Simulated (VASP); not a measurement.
Given:

```xyz
8
Lattice="4.5588 0.0000 0.0000 0.0000 6.4471 0.0000 0.0000 0.0000 24.0644" Properties=species:S:1:pos:R:3 pbc="T T T"
Na     0.0000     0.0000     8.6131
Na     2.2794     3.2235    10.8925
Na     0.0000     0.0000    13.1719
Na     2.2794     3.2235    15.4513
I      2.2794     0.0000    10.8925
I      0.0000     3.2235     8.6131
I      2.2794     0.0000    15.4513
I      0.0000     3.2235    13.1719
```

The numbers are results of r2SCAN meta-GGA, VASP's PBE PAW potentials (set 64) (plane waves; VASP), not measurements. Numerical set-up: PREC = Normal, EDIFF = 1E-5, 400 eV cut-off, 5×3×1 Γ-centred mesh, Gaussian smearing of 0.050 eV, potentials Na_pv I.

**Question.** The ions are relaxed. Which structure does the run end with?

**Answer.** 
```xyz
8
Lattice="4.5588 0.0000 0.0000 0.0000 6.4471 0.0000 0.0000 0.0000 24.0644" Properties=species:S:1:pos:R:3 pbc="T T T"
Na     0.0000     0.0000     8.9049
Na     2.2794     3.2235    10.7009
Na     0.0000     0.0000    13.3635
Na     2.2794     3.2235    15.1595
I      2.2794     0.0000    10.9680
I      0.0000     3.2235     8.5534
I      2.2794     0.0000    15.5110
I      0.0000     3.2235    13.0964
```

**Question.** How much energy does the relaxation gain?

**Answer.** The energy (σ→0) changes by -14.0 meV/atom, in 17 ionic steps.

The cell is a thin slab with vacuum, built from NaI (rock salt): (110) face.
